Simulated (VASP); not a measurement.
Energy against volume of NaI (rock salt). All values below come from AM05 GGA, VASP's PBE PAW potentials (set 64) (plane waves; VASP). Run with 520 eV cut-off, 7×7×7 Γ-centred mesh, Gaussian smearing of 0.050 eV, potentials Na_pv I.

```json
[
 {"V (Å³/atom)": "32.360", "E (eV/atom)": "-2.65289"},
 {"V (Å³/atom)": "33.392", "E (eV/atom)": "-2.65778"},
 {"V (Å³/atom)": "34.425", "E (eV/atom)": "-2.65937"},
 {"V (Å³/atom)": "35.458", "E (eV/atom)": "-2.65820"}
]
```

**Question.** Fit these four points and predict the energy of the run at 36.491 Å³/atom.

**Answer.** A cubic in V^(−2/3), the third-order Birch-Murnaghan form, passes through the four points with V0 = 34.47 Å³/atom and B0 = 14 GPa, and gives -2.6547 eV/atom there. The run gave -2.6547 eV/atom, +0.0 meV/atom from the fit; all five points give B0 = 14 GPa.

The compound is NaI in the rock salt structure. It was relaxed first.
